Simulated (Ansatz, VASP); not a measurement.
# Ge (Germanium) in two plane-wave programs, part 2 of 2

Wanted: the spread between two codes on one cell, functional and k mesh. The cell is taken from a series of runs on this material, whose earlier steps may have relaxed, scaled, displaced or heated it; both programs get it as it stands.

VASP 6.6.1 and Ansatz 0.2.0.

So far: Set-up; VASP: zone-centre phonons, PBEsol.

## (2) VASP: zone-centre phonons, PBEsol (continued)

Level of this step: PBEsol; plane waves and PAW (Ge_d) (VASP).

Numbers of over 12 decimals in the logs are rounded to 6 here.

From OUTCAR (step 2):

```text
ion  position               nearest neighbor table
   1  0.500  0.500  0.500-   2 2.46   2 2.46   2 2.46   2 2.46
   2  0.750  0.750  0.750-   1 2.46   1 2.46   1 2.46   1 2.46

  LATTYP: Found a face centered cubic cell.
 ALAT       =     5.6755444730

 Subroutine GETGRP returns: Found 12 space group operations
 (whereof  6 operations were pure point group operations)

The static configuration has the point symmetry C_3v.
 The point group associated with its full space group is D_3d.

   k-points           NKPTS =   1728   k-points in BZ     NKDIM =   1728   number of bands    NBANDS=     20

   dimension x,y,z NGX =    30 NGY =   30 NGZ =   30
   dimension x,y,z NGXF=    60 NGYF=   60 NGZF=   60

   ENCUT  =  500.0 eV  36.75 Ry    6.06 a.u.   7.32  7.32  7.32*2*pi/ulx,y,z

   NELECT =      28.0000    total number of electrons

 k-points in reciprocal lattice and weights: Points of the shifted mesh
   0.04166667  0.04166667  0.04166667       0.001
   0.04166667  0.04166667  0.12500000       0.001
   0.04166667  0.04166667  0.20833333       0.001
   0.04166667  0.04166667  0.29166667       0.001
   0.04166667  0.04166667  0.37500000       0.001
   0.04166667  0.04166667  0.45833333       0.001
   0.04166667  0.04166667  0.54166667       0.001
   0.04166667  0.04166667  0.62500000       0.001
   0.04166667  0.04166667  0.70833333       0.001
[...]
0.95833333  0.95833333  0.87500000       0.001
   0.95833333  0.95833333  0.95833333       0.001

 average (electrostatic) potential at core
       1 -74.2470       2 -74.2470

  Total       -0.0395749     -0.0395749     -0.0395749     -0.0021899     -0.0021899     -0.0021899
  in kB       -1.3872928     -1.3872928     -1.3872928     -0.0767667     -0.0767667     -0.0767667
  external PRESSURE =      -1.3872928 kB  Pullay stress =       0.0000000 kB

  energy-cutoff  :      500.00
  volume of cell :       45.70
      direct lattice vectors                 reciprocal lattice vectors
     0.000000000  2.837772237  2.837772237    -0.176194549  0.176194549  0.176194549
     2.837772237  0.000000000  2.837772237     0.176194549 -0.176194549  0.176194549
     2.837772237  2.837772237  0.000000000     0.176194549  0.176194549 -0.176194549

 POSITION                                       TOTAL-FORCE (eV/Angst)
 -----------------------------------------------------------------------------------
      2.83762      2.83762      2.83762        -0.000043     -0.000043     -0.000043
      4.25682      4.25682      4.25682         0.000043      0.000043      0.000043
 -----------------------------------------------------------------------------------
    total drift:                                0.000000      0.000000      0.000000

 Eigenvectors and eigenvalues of the dynamical matrix
 ----------------------------------------------------

   1 f  =    8.650647 THz    54.353617 2PiTHz  288.554521 cm-1    35.776185 meV
             X         Y         Z           dx          dy          dz
      2.837615  2.837615  2.837615     0.408248    0.408248    0.408248
      4.256816  4.256816  4.256816    -0.408248   -0.408248   -0.408248

   2 f  =    8.649192 THz    54.344479 2PiTHz  288.506007 cm-1    35.770170 meV
             X         Y         Z           dx          dy          dz
      2.837615  2.837615  2.837615    -0.500000    0.500000    0.000000
      4.256816  4.256816  4.256816     0.500000   -0.500000   -0.000000

   3 f  =    8.649192 THz    54.344479 2PiTHz  288.506007 cm-1    35.770170 meV
             X         Y         Z           dx          dy          dz
      2.837615  2.837615  2.837615     0.288675    0.288675   -0.577350
      4.256816  4.256816  4.256816    -0.288675   -0.288675    0.577350

   4 f  =    0.000000 THz     0.000000 2PiTHz    0.000001 cm-1     0.000000 meV
             X         Y         Z           dx          dy          dz
      2.837615  2.837615  2.837615    -0.133281    0.366198   -0.590030
      4.256816  4.256816  4.256816    -0.133281    0.366198   -0.590030

   5 f/i=    0.000000 THz     0.000000 2PiTHz    0.000002 cm-1     0.000000 meV
             X         Y         Z           dx          dy          dz
      2.837615  2.837615  2.837615     0.680594   -0.050459   -0.185055
      4.256816  4.256816  4.256816     0.680594   -0.050459   -0.185055

   6 f/i=    0.000000 THz     0.000001 2PiTHz    0.000004 cm-1     0.000001 meV
             X         Y         Z           dx          dy          dz
      2.837615  2.837615  2.837615     0.137941    0.602788    0.342957
      4.256816  4.256816  4.256816     0.137941    0.602788    0.342957

 ELASTIC MODULI CONTR FROM IONIC RELAXATION (kBar)
 Direction    XX          YY          ZZ          XY          YZ          ZX
 --------------------------------------------------------------------------------
 XX          -0.0213     -0.0061     -0.0061      0.4592      2.1539      0.1459
 YY          -0.0061     -0.0213     -0.0061      0.1459      0.4592      2.1539
 ZZ          -0.0061     -0.0061     -0.0213      2.1539      0.1459      0.4592
 XY           0.4592      0.1459      2.1539   -229.7624      1.5159      1.5159
 YZ           2.1539      0.4592      0.1459      1.5159   -229.7624      1.5159
 ZX           0.1459      2.1539      0.4592      1.5159      1.5159   -229.7624
 --------------------------------------------------------------------------------
```

## (3) Ansatz: zone-centre phonons, PBEsol

Ansatz runs on its PAW soft_1 files.

The same cell, functional, mesh and smearing now go to Ansatz, which takes its cutoff from its data sets.

Input file input.yaml:

```yaml
crystal:
  lattice:
    - [0.0, 2.8377722365, 2.8377722365]
    - [2.8377722365, 0.0, 2.8377722365]
    - [2.8377722365, 2.8377722365, 0.0]
  atoms:
    - { symbol: Ge, position: [0.4999723089, 0.4999723089, 0.4999723089] }
    - { symbol: Ge, position: [0.7500276911, 0.7500276911, 0.7500276911] }
kpoints:
  mp_grid: { grid: [12, 12, 12], shift: [0.5, 0.5, 0.5] }
hamiltonian:
  xc: pbesol
  pseudopotentials: { kind: paw, azcp: { folder: soft_1 }, xc_functional: pbe }
scf:
  occupations: { method: gaussian, width: 0.015 }
output:
  eigenvalues: true
phonons:
  method: dfpt
```

Command:

```console
$ ansatz run input.yaml --threads 4 --pin off --max-ram 10240MiB --backend cpu --events-out ev --progress --plain --runs-dir out
```

The log of the run:

```text
Engine: ansatz 0.2.0, aarch64-unknown-linux-gnu
Pseudopotentials: kind: paw
Pseudopotential: Ge, paw, valence charge 14, recommended cutoff 420 eV (normal), soft_1/Ge.paw.azcp
Functional definition: PBEsol
  exchange = pbesol_x
  correlation = pbesol_c
Crystal: 2 atoms, lattice volume = 45.705 Å³
Basis set: ecut = 420 eV, 893 PW (Γ), exchange–correlation on 64×64×64 points (8 copies of the dense FFT grid, shifted against one another)
Bands: 18, of which v1, the nominal top of the filled ones, is band 14 counted from 1 (13 counted from 0)
Symmetry: 12 space group operations
k-points: 468 of 1728 (irreducible under 2 space group operations, time reversal used)
Non-local potential: Ge, projectors of the file, l = 0: 2, l = 1: 2, l = 2: 3, l = 3: 1
PAW form: soft (Blöchl's): semilocal exchange-correlation on the pseudo side does not see the compensation charge
PAW frozen core: Ge, regenerated for the run's functional, and the local potential with it (the file was generated under x = pbe(κ = 0.804, μ = 0.219515), c = pbe(β = 0.066725))
PAW one-centre angular grid: Ge, 590 points (default); XC on 64 Gauss nodes
Initial density: superposition of atomic densities (chi_scale 0.1, normalization cell)
Initial wavefunctions: pseudopotential atomic-orbital guess
Functional: x = pbesol(κ = 0.804, μ = 0.123457), c = pbesol(β = 0.046)
SCF iter   1: F=—  HF=-8507.076819 eV  |F-HF|=—  |Δ(HF+E_count)|=         —  Δρ=3.48e-2  dr2=4.41e-1  ethr=3.10e-3  ⟨swp⟩=6.0  Hψ=38759  notcnv=0
preconditioner: auto → none  [insulator: Δε(μ)=0.235 eV  Ē_g=23.244 eV  σ=0.015 eV  W_gap=1.00  n_scr=14 (ndim 8)  ℏωp=29.1 eV  f_vac=0.000  D(μ)=0.00/eV (n_scr^D=0)  ε∞_Penn≈2.6]
SCF iter   2: F=—  HF=-8507.014215 eV  |F-HF|=—  |Δ(HF+E_count)|=   6.26e-2  Δρ=1.67e-2  dr2=8.40e-2  ethr=1.57e-3  ⟨swp⟩=2.0  Hψ=13822  notcnv=0
SCF iter   3: F=—  HF=-8507.007535 eV  |F-HF|=—  |Δ(HF+E_count)|=   6.68e-3  Δρ=1.54e-3  dr2=2.84e-4  ethr=3.00e-4  ⟨swp⟩=2.8  Hψ=12042  notcnv=0
SCF iter   4: F=—  HF=-8507.007682 eV  |F-HF|=—  |Δ(HF+E_count)|=   1.48e-4  Δρ=1.88e-4  dr2=1.14e-5  ethr=1.02e-6  ⟨swp⟩=2.0  Hψ=14265  notcnv=0
SCF iter   5: F=—  HF=-8507.007661 eV  |F-HF|=—  |Δ(HF+E_count)|=   2.09e-5  Δρ=1.27e-4  dr2=5.22e-6  ethr=4.08e-8  ⟨swp⟩=2.0  Hψ=14976  notcnv=0
SCF iter   6: F=—  HF=-8507.007654 eV  |F-HF|=—  |Δ(HF+E_count)|=   7.29e-6  Δρ=5.45e-5  dr2=9.48e-7  ethr=1.87e-8  ⟨swp⟩=2.0  Hψ=14200  notcnv=0
SCF iter   7: F=—  HF=-8507.007654 eV  |F-HF|=—  |Δ(HF+E_count)|=   3.43e-7  Δρ=1.13e-5  dr2=3.50e-8  ethr=3.39e-9  ⟨swp⟩=2.0  Hψ=14976  notcnv=0
SCF iter   8: F=—  HF=-8507.007654 eV  |F-HF|=—  |Δ(HF+E_count)|=   5.14e-8  Δρ=1.26e-6  dr2=4.30e-10  ethr=1.25e-10  ⟨swp⟩=2.0  Hψ=14976  notcnv=0
SCF iter   9: F=-8507.007654 eV  HF=-8507.007654 eV  |F-HF|=7.28e-12  |Δ(HF+E_count)|=  5.95e-10  Δρ=1.15e-7  dr2=3.72e-12  ethr=1.00e-12  ⟨swp⟩=4.0  Hψ=44755  notcnv=0
SCF 1 converged in 9 iterations: F = -8507.007654 eV  dr2 = 3.72e-12
  greatest PAW one-centre occupation: 0.998 electrons in one spin orbital (limit 2), on the Ge atom at site 1 (counted from 0), in its partial waves of l = 2
DFPT response loops at Γ: preconditioner auto → none (the input reference at scf.mixing.eps_inf says where Resta's filter doesn't serve); β = 0.50; Broyden in place of MSR1
SCF converged after 9 iterations
Free energy (F): -8507.007654 eV
Harris-Foulkes:  -8507.007654 eV  (|F-HF|=7.28e-12)
Internal energy: -8507.007654 eV  (E = F + TS)
E sigma→0 (E₀):  -8507.007654 eV
Fermi energy:    8.314065 eV
--- Per-component energies (eV) ---
  E_band       = -306.718142
  E_kinetic    = 185.598972
  E_local      = -4517.560963  (includes V_loc(G=0)·N_el)
  E_nonlocal   = 438.721365
  E_hartree    = 2150.006088
  E_xc         = -142.138482
  E_vxc        = -130.256423  (∫ρ·V_xc dr)
  E_paw        = -3944.727693  (= ΣΔE_a)
  E_vpaw       = -583.233184  (= ΣTr[D̂ρ^β])
  E_aug_tail   = 0.000050  (compensation charges beyond the density's cutoff)
  E_ewald      = -2678.742867
  E_core_change = 1.835876  (= ΣΔE_core)
  E_smearing   = -0.000000  (= −TS)
  E_closure    = 0.000000  (closes the sum)
  Σ components = -8507.007654   (vs F -8507.007654, Δ=0.00e0)
--- Band table (eV; the first three rows and the last of 468) ---
  k-point 0: bands = [... 10 lower, -4.4144, 7.5007, 8.2394, 8.2394, 8.8322, 10.8687, 10.8687, 10.8858]
  k-point 1: bands = [... 10 lower, -4.3022, 6.3402, 7.7662, 8.1649, 9.3958, 10.9875, 11.0618, 11.5923]
  k-point 2: bands = [... 10 lower, -4.0259, 4.7997, 7.3262, 7.8472, 9.3314, 11.4045, 11.6523, 12.6962]
  k-point 467: bands = [... 10 lower, -2.3509, 0.7193, 6.6412, 6.8463, 8.6391, 11.9204, 12.0720, 15.3489]
--- Phonons (Γ-DFPT): 1 representative perturbation + reference, on 468 of 1728 k-points (Σ response iterations 3) ---
  k mesh reduced under 2 symmetry operations, with k and −k counted as one. Each operation leaves every solved perturbation unchanged. A smaller set is not used because it would not reduce the number of displacements times k-points to solve
  ASR residual: 3.024e-5 → 0.000e0 eV/Å²; symmetrization residual: 2.027e-12 eV/Å²
  ASR residual per site (eV/Å²): 3.02e-5 3.02e-5
  Γ frequencies (cm⁻¹): 0.00 0.00 0.00 288.59 288.59 288.65
  non-analytic LO–TO correction: not included (Born effective charges unavailable; polar crystals: no LO–TO splitting at Γ)
```

## (4) Comparison

Known differences besides the potentials themselves: the cutoff is 420 eV in Ansatz and 500 eV in VASP; Ansatz makes its cores anew for this functional, VASP keeps those of its PBE data sets. Total energies have different zeros and are not compared.

Compared:

```csv
quantity,Ansatz,VASP,difference
optical mode 1 to 3 (cm⁻¹),288.6,288.5,+0.03 %
```

Modes are paired by rising frequency, not by their patterns, so a pair may set unlike modes beside each other; they are those without the splitting of longitudinal modes.

## (5) What came out

```json
{
 "r.m.s. difference of the optical zone-centre modes, each program's sorted by frequency (zone-centre phonons, PBEsol)": "0.088 cm⁻¹"
}
```

**Reading.** The r.m.s. difference of the optical zone-centre modes, each program's sorted by frequency is 0.088 cm⁻¹ (zone-centre phonons, PBEsol). How closely two codes agree says nothing of how well the functional describes the real material.

[Lines on the potential files, build, host, timing and source positions are cut from VASP's logs without a mark.]

[Logs are printed without paths, hosts, clocks, repeated set-up lines and the standing remarks that a program may print on its own settings, such as how far it seeks lower states.]

[Hosts, paths, dates, database ids (printed as entryN), source tags and the programs' standing remarks are cut or masked in the printed files.]
